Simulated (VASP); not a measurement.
```
CELL_PARAMETERS angstrom
      0.00000     1.80750     1.80750
      1.80750     0.00000     1.80750
      1.80750     1.80750     0.00000
ATOMIC_POSITIONS crystal
  B  0.00000 0.00000 0.00000
  N  0.25000 0.25000 0.25000
```

Computed with PBE GGA, VASP's PBE PAW potentials (set 64) (plane waves; VASP). Settings: 400 eV cut-off, 11×11×11 Γ-centred mesh, Fermi-Dirac smearing of 0.010 eV, potentials B N.

Task: Give the energies of bands 2 to 7 at the high-symmetry points, in eV from the valence-band maximum.

Result: 
| band | Γ | X | U | L | W |
|---|---|---|---|---|---|
| 2 | 0.00 | -8.96 | -8.17 | -10.74 | -7.63 |
| 3 | 0.00 | -4.95 | -7.71 | -1.99 | -7.01 |
| 4 | 0.00 | -4.95 | -4.12 | -1.99 | -6.55 |
| 5 | 8.78 | 4.41 | 6.87 | 10.10 | 9.58 |
| 6 | 8.78 | 9.19 | 12.84 | 10.67 | 13.26 |
| 7 | 8.78 | 17.90 | 15.79 | 10.67 | 14.47 |

The gap is indirect, 4.41 eV, from the valence maximum at Γ to the conduction minimum at X.

The structure is a typed BN crystal (F-43m). The cell was not relaxed at this level.
